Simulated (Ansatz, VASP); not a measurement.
## CaO (Lime) in two plane-wave programs

Wanted: the spread between two codes on one cell, functional and k mesh. The cell is taken from a series of runs on this material, whose earlier steps may have relaxed, scaled, displaced or heated it; both programs get it as it stands.

Method: plane waves, with VASP 6.6.1 beside it; zone-centre phonons at LDA, in Ansatz 0.2.0.

### 1. The starting structure

It takes space group Fm-3m (No. 225, cubic). The conventional cell has a = 4.707 Å, b = 4.707 Å, c = 4.707 Å, α = 90.00°, β = 90.00°, γ = 90.00°. O has 6 Ca at 2.35 Å nearest. Nearest to Ca lie 6 O at 2.35 Å. Farther neighbours and most contacts between anions are not listed.

Coordinates:

```cif
data_structure
_symmetry_space_group_name_H-M 'Fm-3m'
_symmetry_Int_Tables_number 225
_cell_length_a 4.7074
_cell_length_b 4.7074
_cell_length_c 4.7074
_cell_angle_alpha 90.000
_cell_angle_beta 90.000
_cell_angle_gamma 90.000
_cell_volume 104.31
loop_
_atom_site_label
_atom_site_type_symbol
_atom_site_symmetry_multiplicity
_atom_site_Wyckoff_symbol
_atom_site_fract_x
_atom_site_fract_y
_atom_site_fract_z
_atom_site_occupancy
O1 O 4 b 0.50000 0.00000 0.00000 1
Ca1 Ca 4 a 0.00000 0.00000 0.00000 1
```

### 2. Ansatz: zone-centre phonons, LDA, pair 1

Ansatz runs on its PAW soft_1 files.

Second derivatives magnify differences that forces hide, and they need a tight electronic threshold.

File input.yaml:

```yaml
crystal:
  lattice:
    - [0.0, 2.3536805521, 2.3536805521]
    - [2.3536805521, 0.0, 2.3536805521]
    - [2.3536805521, 2.3536805521, 0.0]
  atoms:
    - { symbol: O, position: [0.5, 0.5, 0.5] }
    - { symbol: Ca, position: [0.0, 0.0, 0.0] }
kpoints:
  mp_grid: { grid: [8, 8, 8] }
hamiltonian:
  xc: lda
  pseudopotentials: { kind: paw, azcp: { folder: soft_1 }, xc_functional: pbe }
scf:
  occupations: { method: fixed }
output:
  eigenvalues: true
phonons:
  method: dfpt
  dielectric: true
  rigid_motions: translations
```

Launch:

```bash
ansatz run input.yaml --threads 4 --pin off --max-ram 10240MiB --backend cpu --events-out ev --progress --plain --runs-dir out
```

Numbers of over 12 decimals in the logs are rounded to 6 here.

What it wrote:

```text
Engine: ansatz 0.2.0, x86_64-unknown-linux-gnu
Pseudopotentials: kind: paw
Pseudopotential: O, paw, valence charge 6, recommended cutoff 420 eV (normal), soft_1/O.paw.azcp
Pseudopotential: Ca, paw, valence charge 10, recommended cutoff 420 eV (normal), soft_1/Ca.paw.azcp
Functional definition: SPW92
  exchange = slater_x
  correlation = pw_c
Crystal: 2 atoms, lattice volume = 26.078 Å³
Basis set: ecut = 420 eV, 531 PW (Γ), exchange–correlation on 48×48×48 points (8 copies of the dense FFT grid, shifted against one another)
Bands: 12, of which v1, the nominal top of the filled ones, is band 8 counted from 1 (7 counted from 0)
Symmetry: 48 space group operations
k-points: 59 of 512 (irreducible under 8 space group operations, time reversal used)
Non-local potential: O, projectors of the file, l = 0: 2, l = 1: 2, l = 2: 1
Non-local potential: Ca, projectors of the file, l = 0: 3, l = 1: 2, l = 2: 2
PAW form: soft (Blöchl's): semilocal exchange-correlation on the pseudo side does not see the compensation charge
PAW frozen core: O, regenerated for the run's functional, and the local potential with it (the file was generated under x = pbe(κ = 0.804, μ = 0.219515), c = pbe(β = 0.066725))
PAW frozen core: Ca, regenerated for the run's functional, and the local potential with it (the file was generated under x = pbe(κ = 0.804, μ = 0.219515), c = pbe(β = 0.066725))
PAW one-centre angular grid: O, 110 points (default); XC on 64 Gauss nodes
PAW one-centre angular grid: Ca, 110 points (default); XC on 64 Gauss nodes
Initial density: superposition of atomic densities (chi_scale 0.1, normalization cell, long waves kept (reshape's long-wave potential 0.00 eV rms))
Initial wavefunctions: pseudopotential atomic-orbital guess
Functional: x = slater, c = lda
SCF iter   1: F=—  HF=-2332.354627 eV  |F-HF|=—  |Δ(HF+E_count)|=         —  Δρ=1.11e-1  dr2=2.89e0  ethr=3.10e-3  ⟨swp⟩=4.0  Hψ=4151  notcnv=0  defer=6
preconditioner: auto → none  [insulator: Δε(μ)=1.852 eV  Ē_g=17.673 eV  n_scr=8 (ndim 8)  ℏωp=27.2 eV  f_vac=0.000  ε∞_Penn≈3.4]
SCF iter   2: F=—  HF=-2332.179007 eV  |F-HF|=—  |Δ(HF+E_count)|=   1.76e-1  Δρ=9.87e-2  dr2=2.33e0  ethr=3.10e-3  ⟨swp⟩=2.9  Hψ=1977  notcnv=0  defer=99
SCF iter   3: F=—  HF=-2331.639464 eV  |F-HF|=—  |Δ(HF+E_count)|=   5.40e-1  Δρ=1.58e-2  dr2=5.75e-2  ethr=3.10e-3  ⟨swp⟩=2.8  Hψ=1230  notcnv=0  defer=40
SCF iter   4: F=—  HF=-2331.647078 eV  |F-HF|=—  |Δ(HF+E_count)|=   7.61e-3  Δρ=4.72e-3  dr2=3.65e-3  ethr=3.59e-4  ⟨swp⟩=2.2  Hψ=1249  notcnv=0  defer=111
SCF iter   5: F=—  HF=-2331.648097 eV  |F-HF|=—  |Δ(HF+E_count)|=   1.02e-3  Δρ=7.29e-4  dr2=8.81e-5  ethr=2.28e-5  ⟨swp⟩=2.7  Hψ=1140  notcnv=0  defer=115
SCF iter   6: F=—  HF=-2331.648078 eV  |F-HF|=—  |Δ(HF+E_count)|=   1.85e-5  Δρ=4.03e-5  dr2=1.03e-7  ethr=5.51e-7  ⟨swp⟩=2.4  Hψ=1252  notcnv=0  defer=112
SCF iter   7: F=—  HF=-2331.648079 eV  |F-HF|=—  |Δ(HF+E_count)|=   9.84e-7  Δρ=8.95e-6  dr2=1.49e-8  ethr=6.44e-10  ⟨swp⟩=2.0  Hψ=1178  notcnv=0  defer=3
SCF iter   8: F=—  HF=-2331.648079 eV  |F-HF|=—  |Δ(HF+E_count)|=   1.73e-9  Δρ=6.99e-7  dr2=1.36e-10  ethr=9.33e-11  ⟨swp⟩=2.0  Hψ=848  notcnv=0  defer=3
SCF iter   9: F=-2331.648079 eV  HF=-2331.648079 eV  |F-HF|=3.64e-12  |Δ(HF+E_count)|=  2.23e-11  Δρ=1.01e-7  dr2=2.91e-12  ethr=1.00e-12  ⟨swp⟩=7.2  Hψ=4286  notcnv=0
SCF 1 converged in 9 iterations: F = -2331.648079 eV  dr2 = 2.91e-12
  greatest PAW one-centre occupation: 0.996 electrons in one spin orbital (limit 2), on the Ca atom at site 1 (counted from 0), in its partial waves of l = 0
DFPT response loops at Γ: preconditioner auto → none (the input reference at scf.mixing.eps_inf says where Resta's filter doesn't serve); β = 0.50; Broyden in place of MSR1
── the response to a field inside a basis, on 8×8×8 k-points: an SCF that follows is theirs, and a resumed run solves both again ──
Bands: 9, of which v1, the nominal top of the filled ones, is band 8 counted from 1 (7 counted from 0)
k-points: 60 of 512 (irreducible under 12 space group operations)
Initial density: handed on by an earlier stage of this run
Initial wavefunctions: pseudopotential atomic-orbital guess (no wavefunctions were taken with the density)
Eigensolver: Dense (60 Hₖ)
SCF iter   1: F=—  HF=-2331.649956 eV  |F-HF|=—  |Δ(HF+E_count)|=         —  Δρ=5.84e-4  dr2=1.29e-5  ethr=1.00e-1
preconditioner: auto → none  [insulator: Δε(μ)=3.660 eV  Ē_g=16.155 eV  n_scr=8 (ndim 8)  ℏωp=27.2 eV  f_vac=0.000  ε∞_Penn≈3.8]
SCF iter   2: F=—  HF=-2331.649954 eV  |F-HF|=—  |Δ(HF+E_count)|=   1.83e-6  Δρ=2.67e-4  dr2=5.97e-6  ethr=8.08e-8
SCF iter   3: F=—  HF=-2331.649954 eV  |F-HF|=—  |Δ(HF+E_count)|=   1.66e-7  Δρ=1.80e-4  dr2=4.10e-6  ethr=3.73e-8
SCF iter   4: F=-2331.649954 eV  HF=-2331.649954 eV  |F-HF|=1.04e-9  |Δ(HF+E_count)|=   9.20e-7  Δρ=1.41e-5  dr2=1.48e-8  ethr=2.56e-8
SCF 1 converged in 4 iterations: F = -2331.649954 eV  dr2 = 1.48e-8
DFPT response loops at Γ: mixed as the last ones told, above
SCF converged after 9 iterations
Free energy (F): -2331.648079 eV
Harris-Foulkes:  -2331.648079 eV  (|F-HF|=3.64e-12)
Internal energy: -2331.648079 eV  (E = F + TS)
E sigma→0 (E₀):  -2331.648079 eV
Fermi energy:    8.007815 eV
--- Per-component energies (eV) ---
  E_band       = -91.442268
  E_kinetic    = 425.273860
  E_local      = -860.332063  (includes V_loc(G=0)·N_el)
  E_nonlocal   = 147.946581
  E_hartree    = 282.393550
  E_xc         = -198.969510
  E_vxc        = -251.549525  (∫ρ·V_xc dr)
  E_paw        = -974.639259  (= ΣΔE_a)
  E_vpaw       = -117.569033  (= ΣTr[D̂ρ^β])
  E_aug_tail   = 0.000787  (compensation charges beyond the density's cutoff)
  E_ewald      = -1153.702112
  E_core_change = 0.380088  (= ΣΔE_core)
  E_smearing   = -0.000000  (= −TS)
  E_closure    = 0.000000  (closes the sum)
  Σ components = -2331.648079   (vs F -2331.648079, Δ=0.00e0)
--- Band table (eV; the first three rows and the last of 59) ---
  k-point 0: bands = [... 4 lower, -7.3202, 8.0078, 8.0078, 8.0078, 13.0990, 14.2775, 14.2775, 14.2775]
  k-point 1: bands = [... 4 lower, -7.0142, 7.4393, 7.7681, 7.7681, 13.7918, 14.2416, 14.5682, 14.5682]
  k-point 2: bands = [... 4 lower, -6.4388, 6.3622, 7.2602, 7.2602, 14.3292, 15.2787, 15.3343, 15.3343]
  k-point 58: bands = [... 4 lower, -6.5413, 6.5980, 6.9379, 6.9379, 14.3960, 14.3960, 16.8291, 17.9781]
--- Phonons (Γ-DFPT): 2 representative perturbations + reference, on 59 of 512 k-points (Σ response iterations 7) ---
  k mesh reduced under 8 symmetry operations, with k and −k counted as one. Each operation leaves every solved perturbation unchanged. A smaller set is not considered because the run solves the response to a homogeneous field
  ASR residual: 7.795e-5 → 0.000e0 eV/Å²; symmetrization residual: 1.687e-8 eV/Å²
  ASR residual per site (eV/Å²): 7.80e-5 1.09e-5
  Γ frequencies (cm⁻¹): 0.00 0.00 0.00 290.66 290.66 290.66
  ε∞ (high-frequency dielectric tensor):
        3.881526     0.000000    -0.000000
        0.000000     3.881526     0.000000
       -0.000000     0.000000     3.881526
  ε⁰ (static dielectric tensor: ions relaxed, cell fixed):
       14.896847    -0.000000     0.000000
       -0.000000    14.896847    -0.000000
        0.000000    -0.000000    14.896847
  ε⁰ − ε∞ (ionic part):
       11.015321    -0.000000     0.000000
       -0.000000    11.015321    -0.000000
        0.000000    -0.000000    11.015321
  softest optical mode at Γ: 290.66 cm⁻¹; the repairs (sum rule, projections) moved no ω² at Γ by more than (1.15 cm⁻¹)²
  Born effective charges Z* (e; rows j = field, columns β = displacement):
    site 0:
        -2.37474   -0.00000    0.00000
         0.00000   -2.37474    0.00000
        -0.00000   -0.00000   -2.37474
    site 1:
         2.37474    0.00000   -0.00000
        -0.00000    2.37474   -0.00000
         0.00000    0.00000    2.37474
  Z* charge neutrality: 5.098e-4 e pre-enforcement
  solved inside a basis spanned on kpoints, on 8×8×8 k-points, its susceptibility summed on 12×12×12: ε∞ is read to err by 8.8e-3, Z* by 1.1e-2 e (field_mesh: kpoints solves on kpoints); Z* is corrected for what the basis lacks
  optical modes at Γ without the LO–TO term, one row a degenerate level:
      ω (cm⁻¹)  modes    IR ((D/Å)²/amu)
        290.66      3            34.1350
  optical modes at Γ + LO–TO along q̂ = [1.0000, 0.0000, 0.0000]:
      ω (cm⁻¹)  modes    IR ((D/Å)²/amu)
        290.66      2            22.7567
        569.42      1            11.3783
  optical modes at Γ + LO–TO along q̂ = [0.0000, 1.0000, 0.0000]:
      ω (cm⁻¹)  modes    IR ((D/Å)²/amu)
        290.66      2            22.7567
        569.42      1            11.3783
  optical modes at Γ + LO–TO along q̂ = [0.0000, 0.0000, 1.0000]:
      ω (cm⁻¹)  modes    IR ((D/Å)²/amu)
        290.66      2            22.7567
        569.42      1            11.3783
```

(Continued in part 2 of 3.)

[Lines on the potential files, build, host, timing and source positions are cut from VASP's logs without a mark.]

[Logs are printed without paths, hosts, clocks, repeated set-up lines and the standing remarks that a program may print on its own settings, such as how far it seeks lower states.]

[Hosts, paths, dates, database ids (printed as entryN), source tags and the programs' standing remarks are cut or masked in the printed files.]
